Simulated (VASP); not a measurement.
Output of a VASP run:

File OUTCAR:
```
 ion  position               nearest neighbor table
   1  0.000  0.000  0.000-
   2  0.500  0.500  0.500-
  LATTYP: Found a face centered cubic cell.
 ALAT       =     6.4293652598
 Subroutine PRICEL returns:
 Original cell was already a primitive cell.
 Subroutine GETGRP returns: Found 48 space group operations
The static configuration has the point symmetry O_h .
The dynamic configuration has the point symmetry O_h .
 Subroutine INISYM returns: Found 48 space group operations
 Subroutine IBZKPT returns following result:
 Found     29 irreducible k-points:

 Following reciprocal coordinates:
            Coordinates               Weight
  0.000000  0.000000  0.000000      1.000000
  0.125000  0.000000  0.000000      8.000000
  0.250000  0.000000  0.000000      8.000000
  0.375000  0.000000  0.000000      8.000000
  0.500000  0.000000  0.000000      4.000000
  0.125000  0.125000  0.000000      6.000000
  0.250000  0.125000  0.000000     24.000000
  0.375000  0.125000  0.000000     24.000000
  0.500000  0.125000  0.000000     24.000000
 -0.375000  0.125000  0.000000     24.000000
 -0.250000  0.125000  0.000000     24.000000
 -0.125000  0.125000  0.000000     12.000000
  0.250000  0.250000  0.000000      6.000000
  0.375000  0.250000  0.000000     24.000000
  0.500000  0.250000  0.000000     24.000000
 -0.375000  0.250000  0.000000     24.000000
 -0.250000  0.250000  0.000000     12.000000
  0.375000  0.375000  0.000000      6.000000
  0.500000  0.375000  0.000000     24.000000
 -0.375000  0.375000  0.000000     12.000000
  0.500000  0.500000  0.000000      3.000000
  0.375000  0.250000  0.125000     24.000000
  0.500000  0.250000  0.125000     48.000000
 -0.375000  0.250000  0.125000     24.000000
  0.500000  0.375000  0.125000     24.000000
 -0.375000  0.375000  0.125000     48.000000
 -0.250000  0.375000  0.125000     24.000000
 -0.375000  0.500000  0.125000     12.000000
 -0.250000  0.500000  0.250000      6.000000
   k-points           NKPTS =     29   k-points in BZ     NKDIM =     29   number of bands    NBANDS=     11
   number of dos      NEDOS =    601   number of ions     NIONS =      2
   total plane-waves  NPLWV =  46656
   dimension x,y,z NGX =    36 NGY =   36 NGZ =   36
   dimension x,y,z NGXF=    72 NGYF=   72 NGZF=   72
   ions per type =               1   1
   PREC   = accura    normal or accurate (medium, high low for compatibility)
   ISTART =      0    job   : 0-new  1-cont  2-samecut
   ICHARG =      2    charge: 1-file 2-atom 10-const
   ISPIN  =      1    spin polarized calculation?
   LNONCOLLINEAR =      F non collinear calculations
   LSORBIT =      F    spin-orbit coupling
   INIWAV =      1    electr: 0-lowe 1-rand  2-diag
   ENCUT  =  520.0 eV  38.22 Ry    6.18 a.u.   8.45  8.45  8.45*2*pi/ulx,y,z
   NELM   =    100;   NELMIN=  2; NELMDL= -5     # of ELM steps
   EDIFF  = 0.1E-06   stopping-criterion for ELM
   LREAL  =      F    real-space projection
   NLSPLINE    = F    spline interpolate recip. space projectors
   LMAXMIX     =    4 max onsite mixed and CHGCAR
   VOSKOWN=      0    Vosko Wilk Nusair interpolation
   EDIFFG = 0.1E-05   stopping-criterion for IOM
   NSW    =      0    number of steps for IOM
   NBLOCK =      1;   KBLOCK =      1    inner block; outer block
   IBRION =     -1    ionic relax: 0-MD 1-quasi-New 2-CG
   NFREE  =      0    steps in history (QN), initial steepest desc. (CG)
   ISIF   =      2    stress and relaxation
   ISYM   =      2    0-nonsym 1-usesym 2-fastsym
   TEIN   =    0.0    initial temperature
   TEBEG  =    0.0;   TEEND  =   0.0 temperature during run
   SMASS  =  -3.00    Nose mass-parameter (am)
   PSTRESS=    0.0 pullay stress
   NELECT =      14.0000    total number of electrons
   EFERMI =   0.00;   METHOD = LEGACY
   ISMEAR =    -5;   SIGMA  =   0.20  broadening in eV -4-tet -1-fermi 0-gaus
   IALGO  =     38    algorithm
...
```

File OSZICAR:
```
       N       E                     dE             d eps       ncg     rms          rms(c)
DAV:   1     0.732192407605E+02    0.73219E+02   -0.66135E+03   638   0.110E+03
DAV:   2    -0.813391116380E+00   -0.74033E+02   -0.69973E+02   671   0.234E+02
DAV:   3    -0.700633817229E+01   -0.61929E+01   -0.61420E+01   770   0.685E+01
DAV:   4    -0.717404708731E+01   -0.16771E+00   -0.16760E+00   766   0.116E+01
DAV:   5    -0.717796467908E+01   -0.39176E-02   -0.39175E-02   757   0.186E+00    0.434E+00
DAV:   6    -0.441131421741E+01    0.27667E+01   -0.96282E-01   638   0.144E+01    0.157E+00
DAV:   7    -0.437622546536E+01    0.35089E-01   -0.10964E+00   638   0.135E+01    0.130E+00
DAV:   8    -0.464615373469E+01   -0.26993E+00   -0.76603E-01   638   0.107E+01    0.300E-01
DAV:   9    -0.408540034486E+01    0.56075E+00   -0.31022E-01   644   0.791E+00    0.137E-01
DAV:  10    -0.408862181062E+01   -0.32215E-02   -0.93636E-03   659   0.136E+00    0.250E-01
DAV:  11    -0.408753660931E+01    0.10852E-02   -0.35258E-03   638   0.812E-01    0.908E-02
DAV:  12    -0.409046385106E+01   -0.29272E-02   -0.33315E-03   647   0.771E-01    0.196E-02
DAV:  13    -0.409070639089E+01   -0.24254E-03   -0.16822E-04   731   0.131E-01    0.215E-02
DAV:  14    -0.409016535751E+01    0.54103E-03   -0.25998E-04   644   0.207E-01    0.110E-02
DAV:  15    -0.409066192332E+01   -0.49657E-03   -0.67188E-04   638   0.323E-01    0.125E-02
DAV:  16    -0.409072387954E+01   -0.61956E-04   -0.24353E-05   644   0.763E-02    0.445E-03
DAV:  17    -0.409072395486E+01   -0.75319E-07   -0.17992E-07   798   0.499E-03
   1 F= -.40907240E+01 E0= -.40907240E+01  d E =0.000000E+00
       N       E                     dE             ncg
       N       E                     dE             ncg
       N       E                     dE             ncg
```

OUTCAR:
```
------------------------ aborting loop because EDIFF is reached ----------------------------------------
  FORCE on cell =-STRESS in cart. coord.  units (eV):
  Direction    XX          YY          ZZ          XY          YZ          ZX
  --------------------------------------------------------------------------------------
  Total       -0.0061421     -0.0061421     -0.0061421     -0.0000000      0.0000000      0.0000000
  in kB       -0.1481100     -0.1481100     -0.1481100     -0.0000000      0.0000000      0.0000000
  external PRESSURE =      -0.1481100 kB  Pullay stress =       0.0000000 kB
  volume of cell :       66.44
      direct lattice vectors                 reciprocal lattice vectors
     0.000000000  3.214682630  3.214682630    -0.155536349  0.155536349  0.155536349
     3.214682630  0.000000000  3.214682630     0.155536349 -0.155536349  0.155536349
     3.214682630  3.214682630  0.000000000     0.155536349  0.155536349 -0.155536349
  FREE ENERGIE OF THE ION-ELECTRON SYSTEM (eV)
  ---------------------------------------------------
  free  energy   TOTEN  =        -4.0907239549 eV

  energy  without entropy=       -4.0907239549  energy(sigma->0) =       -4.09072395

 total charge

# of ion       s       p       d       tot
------------------------------------------
    1        0.049   5.979   0.000   6.027
    2        1.487   2.907   0.003   4.397
--------------------------------------------------
tot          1.536   8.886   0.003  10.424
```
(Selected blocks of OUTCAR.)

File POSCAR:
```
NaI
1
    0.0000000000     3.2146826299     3.2146826299
    3.2146826299    -0.0000000000     3.2146826299
    3.2146826299     3.2146826299     0.0000000000
Na I
1 1
Direct
  0.0000000000   0.0000000000   0.0000000000
  0.5000000000   0.5000000000   0.5000000000
```

Task: Write an INCAR and KPOINTS that could have produced this output.

Result: One answer among several that fit: the input of the run itself, MS2 meta-GGA, plane waves, VASP's PBE PAW potentials (set 64).

### INCAR
```
ALGO = Normal
EDIFF = 1E-7
ENCUT = 520
ISIF = 2
ISMEAR = -5
LASPH = .TRUE.
LCHARG = .FALSE.
LMAXMIX = 4
LMIXTAU = .TRUE.
LORBIT = 11
LREAL = .FALSE.
LWAVE = .FALSE.
METAGGA = MS2
NEDOS = 601
NELM = 100
PREC = Accurate
SYSTEM = NaI
```

**KPOINTS_OPT**
```
k-points along high-symmetry lines
10
Line-mode
Reciprocal
  0.000000   0.000000   0.000000 ! GAMMA
  0.500000   0.000000   0.500000 ! X

  0.500000   0.000000   0.500000 ! X
  0.625000   0.250000   0.625000 ! U

  0.375000   0.375000   0.750000 ! K
  0.000000   0.000000   0.000000 ! GAMMA

  0.000000   0.000000   0.000000 ! GAMMA
  0.500000   0.500000   0.500000 ! L

  0.500000   0.500000   0.500000 ! L
  0.500000   0.250000   0.750000 ! W

  0.500000   0.250000   0.750000 ! W
  0.500000   0.000000   0.500000 ! X
```

KPOINTS:
```
Automatic mesh
0
Gamma
  8 8 8
```

POTCAR, in this order: Na_pv I (PBE.64 set). Program: vasp_std.

The compound is NaI in the rock salt structure. It was relaxed first.
